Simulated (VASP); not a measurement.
Data:

```xyz
2
Lattice="1.4550 -2.5201 0.0000 1.4550 2.5201 0.0000 0.0000 0.0000 2.8400" Properties=species:S:1:pos:R:3 pbc="T T T"
W      0.0000     0.0000     0.0000
C      1.4550     0.8400     1.4200
```

These are PBE GGA + U (Dudarev), VASP's PBE PAW potentials (set 64) (plane waves; VASP 6.6.1) values and carry that method's errors. Settings: 520 eV cut-off, 13×13×12 Γ-centred mesh, first-order Methfessel-Paxton smearing of 0.10 eV, potentials W_sv C, U − J: W 5.00 eV.

### Question
Give the stress tensor in GPa (positive for a compressed cell).

### Answer

```
16.16   0.00   0.00
 0.00  16.16   0.00
 0.00   0.00  17.57
```
The pressure is its mean diagonal, 16.63 GPa.

The compound is WC in the wc structure. The cell was not relaxed at this level. The run is one of a series of settings (LDAU = .TRUE., LDAUJ = 0 0, LDAUL = 2 -1, LDAUTYPE = 2, LDAUU = 5.0 0 against the base run), some of them coarse on purpose.
